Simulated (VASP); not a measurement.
A convergence study with VASP on La2O3 (a-type): one setting is varied, all else stays as given below, so the limit is that of these other settings. Each run relaxes cell and ions from the cell shown. The basis is that of the starting cell, so low cut-offs carry a Pulay error.

```yaml
crystal:
  lattice:
    - [1.97000, -3.41214, 0.00000]
    - [1.97000, 3.41214, 0.00000]
    - [0.00000, 0.00000, 6.13000]
  atoms:
    - { symbol: La, position: [0.33333, 0.66667, 0.24700] }
    - { symbol: La, position: [0.66667, 0.33333, 0.75300] }
    - { symbol: O, position: [0.00000, 0.00000, 0.00000] }
    - { symbol: O, position: [0.33333, 0.66667, 0.64700] }
    - { symbol: O, position: [0.66667, 0.33333, 0.35300] }
```

Method: PBE GGA, VASP's PBE PAW potentials (set 64) (plane waves; VASP 6.6.1). The tightest run used: 800 eV cut-off, 5×5×3 Γ-centred mesh, Gaussian smearing of 0.050 eV, potentials La O.

```json
[
 {"setting": "ENCUT = 250", "relaxed volume (Å³/atom)": "13.277", "E (eV/atom)": "-9.2162", "plane waves": "752"},
 {"setting": "ENCUT = 300", "relaxed volume (Å³/atom)": "14.550", "E (eV/atom)": "-8.6197", "plane waves": "1007"},
 {"setting": "ENCUT = 350", "relaxed volume (Å³/atom)": "15.522", "E (eV/atom)": "-8.4242", "plane waves": "1240"},
 {"setting": "ENCUT = 400", "relaxed volume (Å³/atom)": "16.151", "E (eV/atom)": "-8.3776", "plane waves": "1508"},
 {"setting": "ENCUT = 450", "relaxed volume (Å³/atom)": "16.477", "E (eV/atom)": "-8.3668", "plane waves": "1793"}
]
```

These are the cheaper rows. Estimate the results at ENCUT = 800, and how far the last row shown lies from them.

```csv
quantity,tightest run,last row shown is off by
relaxed volume (Å³/atom),16.606,-0.128
E (eV/atom),-8.3689,0.0022
```

Left out are rungs that failed or repeat a setting and relaxations that didn't move; long series are thinned to 24 rows.

The compound is La2O3 in the a-type structure.
